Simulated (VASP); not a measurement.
VASP ran on this input.

### POSCAR
```
Ag
1.0
  0.0000000000   2.0705759244   2.0705759244
  2.0705759244   0.0000000000   2.0705759244
  2.0705759244   2.0705759244   0.0000000000
Ag
1
Direct
  0.0000000000   0.0000000000   0.0000000000
```

INCAR:
```
EDIFFG  =  -0.01   ! ionic stop
LWAVE  =  .FALSE.
GGA  =  PE   ! PBE
LCHARG  =  .FALSE.
ISIF  =  3   ! ions, shape and volume
SIGMA  =  0.1   ! width (eV)
LREAL  =  .FALSE.   ! projection in real space or not
ALGO  =  Normal   ! blocked Davidson
PREC  =  Accurate
PSTRESS  =  150   ! kbar
NELM  =  100
NSW  =  40   ! most ionic steps
IBRION  =  2
LMAXMIX  =  4   ! l cut-off of mixed one-centre charges
ENCUT  =  480   ! plane-wave cut-off (eV)
EDIFF  =  1E-7
LASPH  =  .TRUE.   ! aspherical one-centre terms
SYSTEM  =  Ag
ISMEAR  =  1   ! Methfessel-Paxton
```

### KPOINTS
```
Automatic
0
G
  14 14 14
```

POTCAR, in this order: Ag (PBE.64 set). Program: vasp_std.

Q: Translate this PBE calculation to Quantum ESPRESSO's pw.x.

A: One equivalent input (not run):
```
&CONTROL
  calculation = 'vc-relax'
  pseudo_dir = './pseudo'
  outdir = './out'
  tprnfor = .true.
  tstress = .true.
  nstep = 40
  forc_conv_thr = 0.00039
/
&SYSTEM
  ibrav = 0
  nat = 1
  ntyp = 1
  ecutwfc = 82
  occupations = 'smearing'
  smearing = 'methfessel-paxton'
  degauss = 0.00735
  input_dft = 'pbe'
/
&ELECTRONS
  conv_thr = 7.3e-09
  electron_maxstep = 100
/
&IONS
/
&CELL
  press = 150
/
ATOMIC_SPECIES
  Ag 107.868 Ag.upf
CELL_PARAMETERS angstrom
     0.0000000    2.0705759    2.0705759
     2.0705759   -0.0000000    2.0705759
     2.0705759    2.0705759    0.0000000
ATOMIC_POSITIONS crystal
  Ag   0.0000000  0.0000000  0.0000000
K_POINTS automatic
  14 14 14 0 0 0
```
What does not carry over: the potentials are each code's own (VASP's PAW set, PseudoDojo norm-conserving files in pw.x), so ENCUT and ecutwfc are chosen apart and not converted; conv_thr bounds pw.x's estimated SCF error, while EDIFF bounds the energy change between steps; forc_conv_thr acts on force components and is met together with etot_conv_thr.

The compound is Ag in the fcc structure. This run relaxes it under an external pressure of 15 GPa. Symmetry was kept, so distortions that lower it aren't found.
